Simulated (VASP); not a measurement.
VASP input:

File POSCAR:
```
GaAs
1
   -0.0000000000     2.8708749059     2.8708749059
    2.8708749059     0.0000000000     2.8708749059
    2.8708749059     2.8708749059    -0.0000000000
Ga As
1 1
Direct
  0.0000000000   0.0000000000   0.0000000000
  0.2500000000   0.2500000000   0.2500000000
```

### INCAR
```
IBRION = 2
LMAXMIX = 4   # l cut-off of mixed one-centre charges
LREAL = .FALSE.
NSW = 60   # most ionic steps
GGA = PE   # PBE
NELM = 100   # most electronic steps
LWAVE = .FALSE.
SIGMA = 0.05   # width (eV)
ISMEAR = 0
ISIF = 3
EDIFF = 1E-6   # SCF stop (eV)
SYSTEM = GaAs
EDIFFG = -0.01
LCHARG = .FALSE.
LASPH = .TRUE.
ENCUT = 400   # plane-wave cut-off (eV)
PREC = Accurate
ALGO = Normal
```

### KPOINTS
```
Automatic mesh
0
Gamma
7 7 7
0 0 0
```

POTCAR, in this order: Ga_d As (PBE.64 set). Program: vasp_std.

Translate this PBE calculation to Ansatz.

One equivalent input (not run):
Ansatz 0.2 input:
```yaml
crystal:
  lattice:
    - [0.0000000, 2.8708749, 2.8708749]
    - [2.8708749, 0.0000000, 2.8708749]
    - [2.8708749, 2.8708749, 0.0000000]
  atoms:
    - { symbol: Ga, position: [0.0000000, 0.0000000, 0.0000000] }
    - { symbol: As, position: [0.2500000, 0.2500000, 0.2500000] }
kpoints:
  mp_grid: { grid: [7, 7, 7] }
hamiltonian:
  xc: pbe
  pseudopotentials: { kind: paw }
scf:
  occupations: { method: gaussian, width: 0.05 }
  max_iter: 100
relax:
  max_steps: 60
  f_tol: 0.01
  cell: {}
output: { forces: true, stress: true, eigenvalues: true }
```
Limits of the translation: each code has its own PAW files, so the cut-off isn't converted (ENCUT is set for VASP's; basis.ecutwfc is left out, and Ansatz then takes the one that its files recommend); Ansatz stops its SCF on the density residual and VASP on the energy change (EDIFF).

The compound is GaAs in the zinc blende structure. It was relaxed first. The start is the result of an earlier pass.
